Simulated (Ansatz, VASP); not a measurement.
# Ti (Titanium): VASP beside Ansatz, part 2 of 2

Aim: how closely do two programs agree when they are given the same cell, functional and k mesh? The cell is taken from a series of runs on this material, whose earlier steps may have relaxed, scaled, displaced or heated it; both programs get it as it stands.

VASP 6.6.1 and Ansatz 0.2.0.

So far: The structure; VASP: zone-centre phonons, PBEsol.

## Step 3: Ansatz: zone-centre phonons, PBEsol

Level of this step: Ansatz beside VASP: Kohn-Sham DFT, plane waves, PBEsol (Ansatz).

Ansatz runs on its PAW soft_1 files.

The same cell, functional, mesh and smearing now go to Ansatz, which takes its cutoff from its data sets.

input.yaml reads:

```yaml
crystal:
  lattice:
    - [2.8392787178, 0.0, 0.0]
    - [-1.4196393589, 2.4588874981, 0.0]
    - [0.0, 0.0, 4.5012553565]
  atoms:
    - { symbol: Ti, position: [0.3333333333, 0.6666666667, 0.25] }
    - { symbol: Ti, position: [0.6666666667, 0.3333333333, 0.75] }
kpoints:
  mp_grid: { grid: [18, 18, 12] }
hamiltonian:
  xc: pbesol
  pseudopotentials: { kind: paw, azcp: { folder: soft_1 }, xc_functional: pbe }
scf:
  occupations: { method: methfessel_paxton, width: 0.2 }
output:
  eigenvalues: true
phonons:
  method: dfpt
```

Started as:

```sh
$ ansatz run input.yaml --threads 4 --pin off --max-ram 10240MiB --backend cpu --events-out ev --progress --plain --runs-dir out
```

Numbers of over 12 decimals in the logs are rounded to 6 here.

Log:

```text
zone centre: on kpoints.mp_grid the ground state, and the responses unless they are solved on pairs of k-points, stand on 637 of the mesh's 3888 k-points, reduced under 4 symmetry operations, with k and −k counted as one. Each operation leaves every solved displacement unchanged or reverses it
Engine: ansatz 0.2.0, x86_64-unknown-linux-gnu
Pseudopotentials: kind: paw
Pseudopotential: Ti, paw, valence charge 12, recommended cutoff 420 eV (normal), soft_1/Ti.paw.azcp
Functional definition: PBEsol
  exchange = pbesol_x
  correlation = pbesol_c
Crystal: 2 atoms, lattice volume = 31.425 Å³
Basis set: ecut = 420 eV, 615 PW (Γ), exchange–correlation on 40×40×64 points (8 copies of the dense FFT grid, shifted against one another)
Bands: 16, of which v1, the nominal top of the filled ones, is band 12 counted from 1 (11 counted from 0)
Symmetry: 24 space group operations
k-points: 637 of 3888 (irreducible under 4 space group operations, time reversal used)
Non-local potential: Ti, projectors of the file, l = 0: 3, l = 1: 2, l = 2: 3, l = 3: 1
PAW form: soft (Blöchl's): semilocal exchange-correlation on the pseudo side does not see the compensation charge
PAW frozen core: Ti, regenerated for the run's functional, and the local potential with it (the file was generated under x = pbe(κ = 0.804, μ = 0.219515), c = pbe(β = 0.066725))
PAW one-centre angular grid: Ti, 590 points (default); XC on 64 Gauss nodes
Initial density: superposition of atomic densities (chi_scale 0.1, normalization cell)
Initial wavefunctions: pseudopotential atomic-orbital guess
Functional: x = pbesol(κ = 0.804, μ = 0.123457), c = pbesol(β = 0.046)
SCF iter   1: F=—  HF=-4948.190973 eV  |F-HF|=—  |Δ(HF+E_count)|=         —  Δρ=6.42e-2  dr2=1.29e0  ethr=3.10e-3  ⟨swp⟩=4.3  Hψ=90146  notcnv=0
automatic band count: the SCF goes on with 20 bands, as 16 were too few: they end inside the smearing window of the response
preconditioner: auto → none  [metal: Δε(μ)=0.009 eV  Ē_g=4.977 eV  σ=0.200 eV  W_gap=0.04  n_scr=8 (ndim 8)  ℏωp=18.7 eV  f_vac=0.000  D(μ)=1.49/eV (n_scr^D=22)  sad-step TF]
SCF iter   2: F=—  HF=-4947.893749 eV  |F-HF|=—  |Δ(HF+E_count)|=   2.97e-1  S|Δr|=    0.00e0  Δρ=3.66e-2  dr2=4.38e-1  ethr=3.10e-3  ⟨swp⟩=2.0  Hψ=21458  notcnv=0  defer=900
SCF iter   3: F=—  HF=-4947.749445 eV  |F-HF|=—  |Δ(HF+E_count)|=   1.44e-1  S|Δr|=    0.00e0  Δρ=1.50e-3  dr2=3.50e-4  ethr=1.82e-3  ⟨swp⟩=3.0  Hψ=23027  notcnv=0  defer=900
SCF iter   4: F=—  HF=-4947.749445 eV  |F-HF|=—  |Δ(HF+E_count)|=   1.19e-8  S|Δr|=    0.00e0  Δρ=1.07e-4  dr2=2.59e-6  ethr=1.46e-6  ⟨swp⟩=2.9  Hψ=22991  notcnv=0  defer=868
SCF iter   5: F=—  HF=-4947.749450 eV  |F-HF|=—  |Δ(HF+E_count)|=   4.82e-6  S|Δr|=    0.00e0  Δρ=5.48e-5  dr2=6.79e-7  ethr=1.08e-8  ⟨swp⟩=2.0  Hψ=20316  notcnv=0  defer=868
SCF iter   6: F=—  HF=-4947.749450 eV  |F-HF|=—  |Δ(HF+E_count)|=   1.61e-7  S|Δr|=    0.00e0  Δρ=9.22e-6  dr2=1.47e-8  ethr=2.83e-9  ⟨swp⟩=2.9  Hψ=19283  notcnv=0  defer=868
SCF iter   7: F=—  HF=-4947.749450 eV  |F-HF|=—  |Δ(HF+E_count)|=   6.40e-9  S|Δr|=    0.00e0  Δρ=8.06e-7  dr2=1.27e-10  ethr=6.13e-11  ⟨swp⟩=3.0  Hψ=20119  notcnv=0  defer=868
SCF iter   8: F=-4947.749450 eV  HF=-4947.749450 eV  |F-HF|=9.09e-13  |Δ(HF+E_count)|=  6.46e-11  S|Δr|=    0.00e0  Δρ=3.99e-8  dr2=2.56e-13  ethr=1.00e-12  ⟨swp⟩=8.8  Hψ=50295  notcnv=0
SCF 1 converged in 8 iterations: F = -4947.749450 eV  dr2 = 2.56e-13
  greatest PAW one-centre occupation: 0.999 electrons in one spin orbital (limit 2), on the Ti atom at site 1 (counted from 0), in its partial waves of l = 0
DFPT response loops at Γ: preconditioner auto → Kerker (q_TF=auto, 2.608 Å⁻¹) (partly filled bands, converged f_vac=0.000); β = 1.00, the filter's whole step (`scf.mixing.beta` (0.50) is not read by the response loops under this deck's `scf.mixing.preconditioner`; to damp them name `kerker` or `kerker_dos`, under which they read `scf.mixing.beta`, and type it under 1.00, their step now; both keys bind the ground state too); Broyden in place of MSR1
SCF converged after 8 iterations
Stability not checked: this state was not tested for a lower state beside it, because cold or Methfessel-Paxton smearing, or corrected tetrahedra, fill the levels in a way that the test cannot read (fill_not_monotonic; see scf.lower_state_search)
Free energy (F): -4947.749450 eV
Harris-Foulkes:  -4947.749450 eV  (|F-HF|=9.09e-13)
Internal energy: -4947.753291 eV  (E = F + TS)
E sigma→0 (E₀):  -4947.750410 eV
Entropy (-TS):   0.003841 eV (1.921 meV/atom)
Fermi energy:    14.810898 eV
--- Per-component energies (eV) ---
  E_band       = -276.209355
  E_kinetic    = 567.304219
  E_local      = -1636.124598  (includes V_loc(G=0)·N_el)
  E_nonlocal   = 124.526163
  E_hartree    = 654.597458
  E_xc         = -232.071679
  E_vxc        = -292.071734  (∫ρ·V_xc dr)
  E_paw        = -2035.540900  (= ΣΔE_a)
  E_vpaw       = -349.038199  (= ΣTr[D̂ρ^β])
  E_aug_tail   = -0.000145  (compensation charges beyond the density's cutoff)
  E_ewald      = -2390.722579
  E_core_change = 0.278769  (= ΣΔE_core)
  E_smearing   = 0.003841  (= −TS)
  E_closure    = -0.000000  (closes the sum)
  Σ components = -4947.749450   (vs F -4947.749450, Δ=0.00e0)
--- Band table (eV; the first three rows and the last of 637) ---
  k-point 0: bands = [... 8 lower, 8.4107, 11.8519, 15.6229, 15.6229, 15.7606, 15.8659, 16.2040, 16.2040, ... 4 higher]
  k-point 1: bands = [... 8 lower, 8.4752, 11.8350, 15.5876, 15.5876, 15.7230, 15.7436, 16.1657, 16.1657, ... 4 higher]
  k-point 2: bands = [... 8 lower, 8.6660, 11.7694, 15.4420, 15.5148, 15.5148, 15.6147, 16.0621, 16.0621, ... 4 higher]
  k-point 636: bands = [... 8 lower, 12.6139, 12.6139, 14.1840, 14.1840, 14.7126, 14.7126, 16.5249, 16.5249, ... 4 higher]
--- Phonons (Γ-DFPT): 2 representative perturbations + reference, on 637 of 3888 k-points (Σ response iterations 6) ---
  k mesh reduced under 4 symmetry operations, with k and −k counted as one. Each operation leaves every solved displacement unchanged or reverses it
  ASR residual: 1.710e-5 → 0.000e0 eV/Å²; symmetrization residual: 7.454e-13 eV/Å²
  ASR residual per site (eV/Å²): 1.71e-5 1.71e-5
  Γ frequencies (cm⁻¹): 0.00 0.00 0.00 121.13 121.13 230.16
  non-analytic LO–TO correction: not included (Born effective charges unavailable; polar crystals: no LO–TO splitting at Γ)
```

## Step 4: Comparison

Known differences besides the potentials themselves: the cutoff is 420 eV in Ansatz and 500 eV in VASP; Ansatz makes its cores anew for this functional, VASP keeps those of its PBE data sets. Total energies have different zeros and are not compared.

The two programs side by side:

| quantity | Ansatz | VASP | difference |
| --- | --- | --- | --- |
| optical mode 1 to 2 (cm⁻¹) | 121.1 | 122.3 | -0.94 % |
| optical mode 3 (cm⁻¹) | 230.2 | 231.2 | -0.45 % |

Modes are paired by rising frequency, not by their patterns, so a pair may set unlike modes beside each other; they are those without the splitting of longitudinal modes.

## Step 5: Summary of results

```
r.m.s. difference of the optical zone-centre modes, each program's sorted by frequency (zone-centre phonons, PBEsol) : 1.1 cm⁻¹
difference in optical mode 1 to 2 (zone-centre phonons, PBEsol)                                                      : -0.9 %
```

In words: The r.m.s. difference of the optical zone-centre modes, each program's sorted by frequency is 1.1 cm⁻¹ (zone-centre phonons, PBEsol). Among the rows given in per cent, the largest difference of the zone-centre phonons, PBEsol pair is in optical mode 1 to 2, -0.9 %. Such differences can come from data sets, numerical settings and the points named under the comparisons, not from the functional's error against experiment.

[Lines on the potential files, build, host, timing and source positions are cut from VASP's logs without a mark.]

[Logs are printed without paths, hosts, clocks, repeated set-up lines and the standing remarks that a program may print on its own settings, such as how far it seeks lower states.]

[Hosts, paths, dates, database ids (printed as entryN), source tags and the programs' standing remarks are cut or masked in the printed files.]
